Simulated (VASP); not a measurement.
# Be4TeSe3 in VASP: further runs, part 2 of 2

VASP 6.6.1.

## (4) Relaxation of cell and atoms, PBE

This run uses another cell than the first one, of 19.17 Å³/atom, 0.885 times its volume.

The input, INCAR:

```
PREC = Normal
ENCUT = 520
EDIFF = 1E-4
ISMEAR = 0
SIGMA = 0.15
LREAL = False
LASPH = True
NELM = 60
ALGO = Fast
ISIF = 3
LWAVE = False
LCHARG = False
GGA = PE
IBRION = 2
NSW = 24
EDIFFG = -0.08
```

The input, KPOINTS:

```
regular mesh
0
Gamma
  3 3 3
```

The input, POSCAR:

```
Be4TeSe3
1.0
   -3.3308896500      3.3308896500      3.4552048100
    3.3308896500     -3.3308896500      3.4552048100
    3.3308896500      3.3308896500     -3.4552048100
Be Te Se
4 1 3
Direct
    0.0000000000      0.7166920400      0.7166920400
    0.0000000000      0.2833079600      0.2833079600
    0.2833079600      0.0000000000      0.2833079600
    0.7166920400      0.0000000000      0.7166920400
    0.0000000000      0.0000000000      0.0000000000
    0.7500000000      0.2500000000      0.5000000000
    0.2500000000      0.7500000000      0.5000000000
    0.5000000000      0.5000000000      0.0000000000
```

Potentials or basis: VASP PAW PBE potentials, release 64 (Be, Te, Se).

On the command line:

```console
> cat potpaw_PBE.64/Be/POTCAR potpaw_PBE.64/Te/POTCAR potpaw_PBE.64/Se/POTCAR > POTCAR
> mpirun -np 1 vasp_std > vasp.out
```

OUTCAR:

```text
PREC = Normal
   ENCUT = 520
   EDIFF = 1E-4
   ISMEAR = 0
   LREAL = False
   LASPH = True
   NELM = 60
   ISIF = 3
   GGA = PE
   IBRION = 2
   NSW = 24
   EDIFFG = -0.08

 ion  position               nearest neighbor table
   1  0.000  0.717  0.717-   5 1.89   7 2.25   6 2.25
   2  0.000  0.283  0.283-   5 1.89   6 2.25   7 2.25
   3  0.283  0.000  0.283-   5 1.89   7 2.25   6 2.25
   4  0.717  0.000  0.717-   5 1.89   6 2.25   7 2.25
   5  0.000  0.000  0.000-   1 1.89   2 1.89   3 1.89   4 1.89
   6  0.750  0.250  0.500-   2 2.25   4 2.25   3 2.25   1 2.25
   7  0.250  0.750  0.500-   1 2.25   3 2.25   2 2.25   4 2.25
   8  0.500  0.500  0.000-

  LATTYP: Found a body centered tetragonal cell.
 ALAT       =     6.6617793000
 C/A-ratio  =     1.0373219089

  Lattice vectors:

 A1 = (  -3.3308896500,   3.3308896500,   3.4552048100)
 A2 = (   3.3308896500,  -3.3308896500,   3.4552048100)
 A3 = (   3.3308896500,   3.3308896500,  -3.4552048100)

Analysis of symmetry for initial positions (statically):
=====================================================================
 Subroutine PRICEL returns:
 Original cell was already a primitive cell.

 Routine SETGRP: Setting up the symmetry group for a
 body centered tetragonal supercell.

 Subroutine GETGRP returns: Found 16 space group operations
 (whereof 16 operations were pure point group operations)
 out of a pool of 16 trial point group operations.

The static configuration has the point symmetry D_4h.

Analysis of symmetry for dynamics (positions and initial velocities):
=====================================================================
 Subroutine PRICEL returns:
 Original cell was already a primitive cell.

 Routine SETGRP: Setting up the symmetry group for a
 body centered tetragonal supercell.

 Subroutine GETGRP returns: Found 16 space group operations
 (whereof 16 operations were pure point group operations)
 out of a pool of 16 trial point group operations.

The dynamic configuration has the point symmetry D_4h.

 Subroutine INISYM returns: Found 16 space group operations
 (whereof 16 operations are pure point group operations),
 and found     1 'primitive' translations

----------------------------------------------------------------------------------------

                                     Primitive cell

  volume of cell :     153.3396

  direct lattice vectors                    reciprocal lattice vectors
    -3.330889650  3.330889650  3.455204810     0.000000000  0.150110046  0.144709222
     3.330889650 -3.330889650  3.455204810     0.150110046  0.000000000  0.144709222
     3.330889650  3.330889650 -3.455204810     0.150110046  0.150110046  0.000000000

  length of vectors
     5.841925368  5.841925368  5.841925368     0.208503681  0.208503681  0.212287664

  position of ions in fractional coordinates (direct lattice)
     0.000000000  0.716692040  0.716692040
     0.000000000  0.283307960  0.283307960
     0.283307960  0.000000000  0.283307960
     0.716692040  0.000000000  0.716692040
     0.000000000  0.000000000  0.000000000
     0.750000000  0.250000000  0.500000000
     0.250000000  0.750000000  0.500000000
     0.500000000  0.500000000  0.000000000

  ion indices of the primitive-cell ions
   primitive index   ion index
                 1           1
                 2           2
                 3           3
                 4           4
                 5           5
                 6           6
                 7           7
                 8           8

----------------------------------------------------------------------------------------

 KPOINTS: regular mesh

Automatic generation of k-mesh.
 Grid dimensions read from file:
 generate k-points for:    3    3    3

 Generating k-lattice:

  Cartesian coordinates                     Fractional coordinates (reciprocal lattice)
     0.000000000  0.050036682  0.048236407     0.333333333 -0.000000000  0.000000000
     0.050036682  0.000000000  0.048236407    -0.000000000  0.333333333  0.000000000
     0.050036682  0.050036682  0.000000000     0.000000000  0.000000000  0.333333333

  Length of vectors
     0.069501227  0.069501227  0.070762555

  Shift w.r.t. Gamma in fractional coordinates (k-lattice)
     0.000000000  0.000000000  0.000000000

 Subroutine IBZKPT returns following result:
 ===========================================

 Found      6 irreducible k-points:

 Following reciprocal coordinates:
            Coordinates               Weight
  0.000000  0.000000  0.000000      1.000000
  0.333333  0.000000  0.000000      8.000000
  0.333333  0.333333  0.000000      8.000000
 -0.333333  0.333333  0.000000      4.000000
 -0.333333  0.333333  0.333333      4.000000
 -0.333333 -0.333333  0.333333      2.000000
   k-points           NKPTS =      6   k-points in BZ     NKDIM =      6   number of bands    NBANDS=     21
   number of dos      NEDOS =    301   number of ions     NIONS =      8
   total plane-waves  NPLWV =  46656
   dimension x,y,z NGX =    36 NGY =   36 NGZ =   36
   dimension x,y,z NGXF=    72 NGYF=   72 NGZF=   72
   ions per type =               4   1   3
   NGX,Y,Z   is equivalent  to a cutoff of  10.24, 10.24, 10.24 a.u.
   NGXF,Y,Z  is equivalent  to a cutoff of  20.49, 20.49, 20.49 a.u.
 SYSTEM =  unknown system
   PREC   = normal    normal or accurate (medium, high low for compatibility)
   ISTART =      0    job   : 0-new  1-cont  2-samecut
   ICHARG =      2    charge: 1-file 2-atom 10-const
   ISPIN  =      1    spin polarized calculation?
   LNONCOLLINEAR =      F non collinear calculations
   LSORBIT =      F    spin-orbit coupling
   LASPH  =      T    aspherical Exc in radial PAW
   ENCUT  =  520.0 eV  38.22 Ry    6.18 a.u.  10.86 10.86 10.86*2*pi/ulx,y,z
   NELM   =     60;   NELMIN=  2; NELMDL= -5     # of ELM steps
   EDIFF  = 0.1E-03   stopping-criterion for ELM
   LREAL  =      F    real-space projection
   EDIFFG = -.8E-01   stopping-criterion for IOM
   NSW    =     24    number of steps for IOM
   IBRION =      2    ionic relax: 0-MD 1-quasi-New 2-CG
   NFREE  =      1    steps in history (QN), initial steepest desc. (CG)
   ISIF   =      3    stress and relaxation
   ISYM   =      2    0-nonsym 1-usesym 2-fastsym
   POTIM  = 0.5000    time-step for ionic-motion
   TEBEG  =    0.0;   TEEND  =   0.0 temperature during run
   PSTRESS=    0.0 pullay stress
   NELECT =      32.0000    total number of electrons
   NUPDOWN=      -1.0000    fix difference up-down
   EMIN   =  10.00;   EMAX   =-10.00  energy-range for DOS
   EFERMI =   0.00;   METHOD = LEGACY
   ISMEAR =     0;   SIGMA  =   0.15  broadening in eV -4-tet -1-fermi 0-gaus
   EFERMI_NEDOS =   21; number of points for ismear=-14 and -15
   IALGO  =     68    algorithm
   IMIX   =      4    mixing-type and parameters
     AMIX     =   0.40;   BMIX     =  1.00
     AMIX_MAG =   1.60;   BMIX_MAG =  1.00
  volume/ion in A,a.u.               =      19.17       129.35
  Fermi-wavevector in a.u.,A,eV,Ry     =   0.971047  1.835012 12.829361  0.942931
  Thomas-Fermi vector in A             =   2.101232
   LORBIT       =      0    0 simple, 1 ext, 2 COOP (PROOUT), +10 PAW based schemes
   GGA     = PE    functional components
   LHFCALC =     F    Hartree Fock is set to
   AEXX    =    0.0000 exact exchange contribution
   IVDW    =     0    specifies the selected vdW correction
   LEPSILON=     F    determine dielectric tensor
   LRPA    =     F    only Hartree local field effects (RPA)
 conjugate gradient relaxation of ions
 non-spin polarized calculation
 RMM-DIIS sequential band-by-band and
 Gauss-broadening in eV      SIGMA  =   0.15
  energy-cutoff  :      520.00
  volume of cell :      153.34
 maximum number of plane-waves:      4137
   NGX = 21   NGY = 21   NGZ = 21

--------------------------------------- Ionic step        1  -------------------------------------------

 number of electron      31.9999992 magnetization

 Free energy of the ion-electron system (eV)
  ---------------------------------------------------
  ext. energy  EPLUGINS =         0.00000000
  ---------------------------------------------------
  free energy    TOTEN  =       -21.61583440 eV

  energy without entropy =      -21.55710335  energy(sigma->0) =      -21.58646887

------------------------ aborting loop because EDIFF is reached ----------------------------------------

  FORCE on cell =-STRESS in cart. coord.  units (eV):
  Direction    XX          YY          ZZ          XY          YZ          ZX
  --------------------------------------------------------------------------------------
  -------------------------------------------------------------------------------------
  Total       27.2547279     27.2547279     -5.7905548      0.0000000      0.0000000      0.0000000
  in kB      284.7725711    284.7725711    -60.5029409      0.0000000      0.0000000      0.0000000
  external PRESSURE =     169.6807338 kB  Pullay stress =       0.0000000 kB
[... 195 lines left out ...]
  energy  without entropy=      -26.7017258844  energy(sigma->0) =      -26.72969398

--------------------------------------- Ionic step        6  -------------------------------------------

 number of electron      32.0000001 magnetization

 Free energy of the ion-electron system (eV)
  ---------------------------------------------------
  ext. energy  EPLUGINS =         0.00000000
  ---------------------------------------------------
  free energy    TOTEN  =       -26.76751933 eV

  energy without entropy =      -26.71281034  energy(sigma->0) =      -26.74016483

 E-fermi :   3.7030     XC(G=0):  -8.4833

 val. band max:        3.6841882401   @ k =  -0.3333  -0.3333   0.3333
 cond. band min:       3.7136194305   @ k =   0.3333   0.3333   0.0000
 fundamental gap:      0.0294311904
 Fermi energy:         3.7029996883

 k-point     1 :       0.0000    0.0000    0.0000
  band No.  band energies     occupation
      1     -11.8750      2.00000
      2     -10.8064      2.00000
      3      -9.3686      2.00000
      4      -7.5582      2.00000
      5      -4.8649      2.00000
      6      -2.7694      2.00000
[... 168 lines left out ...]
  FREE ENERGIE OF THE ION-ELECTRON SYSTEM (eV)
  ---------------------------------------------------
  free  energy   TOTEN  =       -26.7675193270 eV

  energy  without entropy=      -26.7128103354  energy(sigma->0) =      -26.74016483

 reached required accuracy - stopping structural energy minimisation
```

Run time: 54 s. Hardware: 1 thread of Intel Xeon Platinum 8488C (Sapphire Rapids), shared host; peak memory 0.22 GiB.

What came out:

- Free energy: -26.7675 eV
- Relaxed volume: 22.59 Å³/atom
- Relaxed cell: a = 6.174 Å, b = 6.174 Å, c = 6.174 Å, α = 107.84°, β = 107.84°, γ = 112.79°
- Space group after relaxing (to 0.05 Å): I4/mmm (No. 139)
- Energy gained by relaxing: 644.0 meV/atom
- Ionic steps: 6
- Pressure after relaxing: 0.0 GPa
- Largest force after relaxing: 0.007 eV/Å
- Band gap on the k mesh: none (metal or under the smearing width)

Forces on the atoms (eV/Å):
```
Be   0.007  0.000  0.000
Be  -0.007  0.000  0.000
Be   0.000 -0.007  0.000
Be   0.000  0.007  0.000
Te   0.000  0.000  0.000
Se   0.000  0.000  0.000
Se   0.000  0.000  0.000
Se   0.000  0.000  0.000
```

The path:
| step | energy change (eV) | largest force (eV/Å) | pressure (GPa) | volume (Å³) |
| --- | --- | --- | --- | --- |
| 1 | 0.0000 | 8.2233 | 16.97 | 153.34 |
| 2 | -3.7033 | 2.2719 | 0.25 | 200.63 |
| 3 | -5.1348 | 0.3285 | 0.70 | 178.89 |
| 4 | -5.1396 | 0.2470 | 0.80 | 178.32 |
| 5 | -5.1418 | 0.1468 | 0.93 | 177.64 |
| 6 | -5.1517 | 0.0068 | 0.01 | 180.70 |

Final structure:
```yaml
crystal:
  lattice:
    - [-3.63604, 3.63604, 3.41699]
    - [3.63604, -3.63604, 3.41699]
    - [3.63604, 3.63604, -3.41699]
  atoms:
    - { symbol: Be, position: [0.00000, 0.68235, 0.68235] }
    - { symbol: Be, position: [0.00000, 0.31765, 0.31765] }
    - { symbol: Be, position: [0.31765, 0.00000, 0.31765] }
    - { symbol: Be, position: [0.68235, 0.00000, 0.68235] }
    - { symbol: Te, position: [0.00000, 0.00000, 0.00000] }
    - { symbol: Se, position: [0.75000, 0.25000, 0.50000] }
    - { symbol: Se, position: [0.25000, 0.75000, 0.50000] }
    - { symbol: Se, position: [0.50000, 0.50000, 0.00000] }
```

Caveat: the k mesh is coarse (spacing up to 0.44 Å⁻¹), so the values aren't converged; the volume moved by over 15 % at a fixed basis, so the end points are rough; the relaxation stopped at a loose force limit of 0.08 eV/Å, so its end isn't a converged minimum. Spin-orbit coupling is left out, which matters for the levels of Te.
